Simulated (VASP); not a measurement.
```yaml
crystal:
  lattice:
    - [0.00000, 2.83397, 2.83397]
    - [2.83397, 0.00000, 2.83397]
    - [2.83397, 2.83397, 0.00000]
  atoms:
    - { symbol: Ca, position: [0.00000, 0.00000, 0.00000] }
    - { symbol: F, position: [0.25000, 0.25000, 0.25000] }
    - { symbol: F, position: [0.75000, 0.75000, 0.75000] }
```

These are RPBE GGA, VASP's PBE PAW potentials (set 64) (plane waves; VASP 6.6.1) values and carry that method's errors. Numerical set-up: 520 eV cut-off, 7×7×7 Γ-centred mesh, Gaussian smearing of 0.050 eV, potentials Ca_sv F.

### Question
What does the run give for the energy per atom (σ→0), pressure?

### Answer

- energy per atom (σ→0) = -5.511 eV/atom
- pressure = -1.81 GPa

The compound is CaF2 in the fluorite structure. This cell is one point of a volume scan, at 1.03 of the reference volume.
